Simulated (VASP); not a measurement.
Here is the system:

```
CELL_PARAMETERS angstrom
      2.99656     0.00000     0.00000
     -1.49828     2.59510     0.00000
      0.00000     0.00000     7.30974
ATOMIC_POSITIONS crystal
  Mg 0.33333 0.66667 0.66599
  Mg 0.66667 0.33333 0.33401
  Zn 0.00000 0.00000 0.00000
  O  0.33333 0.66667 0.17205
  O  0.66667 0.33333 0.82795
  O  0.00000 0.00000 0.50000
```

Method: PBEsol GGA with spin-orbit coupling, VASP's PBE PAW potentials (set 64) (plane waves; VASP 6.6.1). Run with 520 eV cut-off, 8×8×3 Γ-centred mesh, Gaussian smearing of 0.050 eV, potentials Mg Zn O.

Task: Give the energies of bands 23 to 36 at the high-symmetry points, in eV from the valence-band maximum.

Result: 
```csv
band,Γ,M,K,A,L,H
23,-1.02,-2.08,-3.29,-0.85,-2.67,-3.30
24,-1.02,-2.08,-3.29,-0.85,-2.67,-3.30
25,-0.55,-2.00,-2.74,-0.83,-2.03,-2.33
26,-0.55,-2.00,-2.74,-0.83,-2.03,-2.33
27,-0.51,-1.79,-2.71,-0.80,-1.90,-2.32
28,-0.51,-1.79,-2.71,-0.80,-1.90,-2.32
29,-0.50,-1.28,-1.45,-0.78,-1.44,-1.75
30,-0.50,-1.28,-1.45,-0.78,-1.44,-1.75
31,-0.09,-0.73,-0.65,0.00,-0.29,-0.90
32,-0.09,-0.73,-0.65,0.00,-0.29,-0.90
33,-0.09,-0.36,-0.64,0.00,-0.25,-0.89
34,-0.09,-0.36,-0.64,0.00,-0.25,-0.89
35,3.04,6.62,7.71,4.14,6.69,7.80
36,3.04,6.62,7.71,4.14,6.69,7.80
```

The gap is indirect, 3.04 eV, from the valence maximum at A to the conduction minimum at Γ.

The structure comes from a computed database's Mg2ZnO3 entry (P-3m1); how it stands against other phases isn't given here. It was relaxed first.
